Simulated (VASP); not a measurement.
Given:

```
Si
1.0
    2.52905     0.00000     0.00000
    0.00000     2.52905     0.00000
    0.00000     0.00000     2.52905
Si
1
Direct
  0.00000   0.00000   0.00000
```

Method: r2SCAN meta-GGA, VASP's PBE PAW potentials (set 64) (plane waves; VASP). Numerical set-up: 400 eV cut-off, 16×16×16 Γ-centred mesh, tetrahedra with Blöchl corrections, potentials Si.

### Question
Give the energies of bands 1 to 4 at the high-symmetry points, in eV from the Fermi level.

### Answer

```tsv
band	Γ	X	M	R
1	-13.96	-9.09	-3.57	0.51
2	7.80	-6.92	-3.13	0.51
3	7.80	10.57	-3.13	0.51
4	8.16	11.79	1.73	4.13
```

It has no gap at this level: it comes out as a metal or semimetal.

The structure was generated: Si was put into the simple-cubic type (Pm-3m), which need not be its known phase. It was relaxed first.
